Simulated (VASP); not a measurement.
```
CELL_PARAMETERS angstrom
      1.80469    -3.12581     0.00000
      1.80469     3.12581     0.00000
      0.00000     0.00000     6.89188
ATOMIC_POSITIONS crystal
  Zr 0.00000 0.00000 0.00000
  S  0.33333 0.66667 0.20613
  S  0.66667 0.33333 0.79387
```

Computed with TPSS meta-GGA, VASP's PBE PAW potentials (set 64) (plane waves; VASP 6.6.1). Run with 520 eV cut-off, 7×7×3 Γ-centred mesh, Gaussian smearing of 0.050 eV, potentials Zr_sv S.

Without a dispersion term in the relaxation, distances and binding between the weakly bound layers, chains or molecules are unreliable, and so is what depends on them.

### Question
The ions and cell shape at fixed volume are relaxed. Which structure does the run end with?

### Answer

```
CELL_PARAMETERS angstrom
      1.83567    -3.17947     0.00000
      1.83567     3.17947     0.00000
      0.00000     0.00000     6.66122
ATOMIC_POSITIONS crystal
  Zr 0.00000 0.00000 0.00000
  S  0.33333 0.66667 0.21847
  S  0.66667 0.33333 0.78153
```
Space group P-3m1 (164), at a tolerance of 0.03 Å.

### Question
How much energy does the relaxation gain?

### Answer
The energy (σ→0) changes by -23.5 meV/atom, in 5 ionic steps.

The compound is ZrS2 in the 1T layered structure. This cell is one point of a volume scan, at 0.94 of the reference volume. Symmetry was kept, so distortions that lower it aren't found.
